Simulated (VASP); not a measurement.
Computed with LDA (Ceperley-Alder, Perdew-Zunger), VASP's LDA PAW potentials (set 64) (plane waves; VASP 6.6.1). Each cell was relaxed at this level.

Problem. Which of these has an unstable (imaginary) mode at Γ?
A. Mg2Si, Fm-3m (225)
B. P2Ru, Pnnm (58)
C. ZrN, Fm-3m (225)
D. TeWO6, Fm-3m (225)

Solution. D, TeWO6, Fm-3m (225). Its optical Γ-point modes are 101i (×3), 231 (×3), 243 (×3), 346 (×3), 415 (×3), 706 (×2), 769 (×3), 1048 cm⁻¹.
